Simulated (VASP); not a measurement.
The system is Ir.

```
CELL_PARAMETERS angstrom
0.00000 1.92696 1.92696
1.92696 0.00000 1.92696
1.92696 1.92696 0.00000
ATOMIC_POSITIONS crystal
Ir 0.00000 0.00000 0.00000
```

| Item | Value |
| --- | --- |
| Program | VASP 6.6.1 |
| Task | relaxation of cell and atoms |
| Functional | PBE |
| Potentials or basis | VASP PAW PBE potentials, release 64 (Ir) |
| Cutoff | 600 eV |
| k mesh | 18 × 18 × 18 |
| Occupations | gaussian, width 0.1 eV |
| Spin | no spin polarisation |

At the start: pressure 5.3 GPa; volume 14.31 Å³/atom.

Question: Where does the relaxation end?

Answer: Over 4 steps the energy falls by 3.4 meV/atom and the volume is 14.52 Å³/atom (+1.5 %); space group Fm-3m (No. 225, to 0.05 Å).

Step by step:
| step | energy change (eV) | largest force (eV/Å) | pressure (GPa) | volume (Å³) |
| --- | --- | --- | --- | --- |
| 1 | 0.0000 | 0.0000 | 5.30 | 14.31 |
| 2 | 0.0390 | 0.0000 | -16.19 | 15.31 |
| 3 | -0.0034 | 0.0000 | -0.10 | 14.53 |
| 4 | -0.0034 | 0.0000 | 0.00 | 14.52 |

Final structure:
```yaml
crystal:
  lattice:
    - [0.00000, 1.93638, 1.93638]
    - [1.93638, 0.00000, 1.93638]
    - [1.93638, 1.93638, 0.00000]
  atoms:
    - { symbol: Ir, position: [0.00000, 0.00000, 0.00000] }
```
